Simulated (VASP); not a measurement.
VASP runs on Pb (fcc) share one base input (PBE GGA, plane waves, VASP's PBE PAW potentials (set 64)) and change the settings named in each case.

INCAR:
```
! general
SYSTEM  = Pb
PREC    = Accurate
ENCUT   = 400
LREAL   = F
LASPH   = T

! electronic loop
EDIFF   = 1E-6
NELM    = 100
ALGO    = Normal
LMAXMIX = 4   ! l cut-off of mixed one-centre charges

! smearing
ISMEAR  = 1
SIGMA   = 0.1

! functional
GGA     = PE

! ions
ISIF    = 2   ! forces and stress, cell fixed

! output
LWAVE   = F
LCHARG  = F
```

KPOINTS:
```
K-points
0
G
11 11 11
0 0 0
```

File POSCAR:
```
Pb
2.4750
  0.0000000000   1.0000000000   1.0000000000
  1.0000000000   0.0000000000   1.0000000000
  1.0000000000   1.0000000000   0.0000000000
Pb
1
Cart
  0.0000000000   0.0000000000   0.0000000000
```

POTCAR, in this order: Pb_d (PBE.64 set). Program: vasp_std.

```
change          irreducible k-points
--------------  --------------------
base run                          56
ISYM = -1                       1331
ISYM = 0                         666
ISYM = 1                          56
SYMPREC = 1E-3                    56
```
 Unless said otherwise, spin-orbit coupling is left out, though it shifts the bands of the heavy elements here.

Left out are runs that ran out of time, are held back, or changed the cell or the kind of run, fixed moments of cells without a moment, rows past the twelfth, gaps on odd meshes, pressures of charged cells and columns that move by less than the noise.

The compound is Pb in the fcc structure. The cell was not relaxed at this level.
